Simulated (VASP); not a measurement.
Data:

```xyz
6
Lattice="3.2742 0.0000 0.0000 -1.6371 2.8356 0.0000 0.0000 0.0000 26.3293" Properties=species:S:1:pos:R:3 pbc="T T T"
W      1.6371     0.9452     9.8612
W      0.0000     1.8904    16.4681
Se     0.0000     1.8904    11.5658
Se     0.0000     1.8904     8.1566
Se     1.6371     0.9452    18.1727
Se     1.6371     0.9452    14.7635
```

All values below come from PBEsol GGA, VASP's PBE PAW potentials (set 64) (plane waves; VASP). Numerical set-up: PREC = Normal, EDIFF = 1E-5, 400 eV cut-off, 12×12×1 Γ-centred mesh, Gaussian smearing of 0.050 eV, potentials W_sv Se.

Task: The ions and cell shape at fixed volume are relaxed. Give the cell that the relaxation ends in.

Result: 
```xyz
6
Lattice="3.2731 0.0000 0.0000 -1.6365 2.8346 0.0000 0.0000 0.0000 26.3477" Properties=species:S:1:pos:R:3 pbc="T T T"
W      1.6365     0.9449     9.8666
W      0.0000     1.8897    16.4811
Se     0.0000     1.8897    11.5432
Se     0.0000     1.8897     8.1920
Se     1.6365     0.9449    18.1557
Se     1.6365     0.9449    14.8045
```

Task: How much energy does the relaxation gain?

Result: The energy (σ→0) changes by -4.9 meV/atom, in 9 ionic steps.

The cell is a sheet with vacuum, built from WSe2 (2H layered).
